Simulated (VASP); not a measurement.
BePd, 2 atoms in the cell. Symmetry: P4mm, No. 99, tetragonal system. Conventional cell: a = 2.813 Å, b = 2.813 Å, c = 2.813 Å, α = 90.00°, β = 90.00°, γ = 90.00°. Around Be (site symmetry 4mm) lie 8 Pd at 2.38 to 2.50 Å. Pd (site symmetry 4mm) is surrounded by 8 Be at 2.38 to 2.50 Å. 

```yaml
Program: VASP 6.6.1
Task: single point
Functional: PBEsol
Potentials_or_basis: VASP PAW PBE potentials, release 64 (Be, Pd)
Cutoff: 520 eV
k_mesh: 9 × 9 × 9
Occupations: methfessel-paxton, width 0.15 eV
Spin: no spin polarisation
Dipole_correction: no
Further_INCAR_settings: ALGO = Normal; EDIFF = 1e-06; NBANDS = 13
```

Potentials or basis: VASP PAW PBE potentials, release 64 (Be, Pd).

Launch:

```console
$ cat potpaw_PBE.64/Be/POTCAR potpaw_PBE.64/Pd/POTCAR > POTCAR
$ mpirun -np 1 vasp_std > vasp.out
```

Hardware: 1 thread of Intel(R) Xeon(R) 6975P-C (Granite Rapids) (shared host).

Task: How long does it take, and how much memory?

Result: Run time: 7.7 s on 1 thread of Intel(R) Xeon(R) 6975P-C (Granite Rapids), with other jobs on the host, peak memory 0.15 GiB. Counts: scf iterations 11, k points 75.
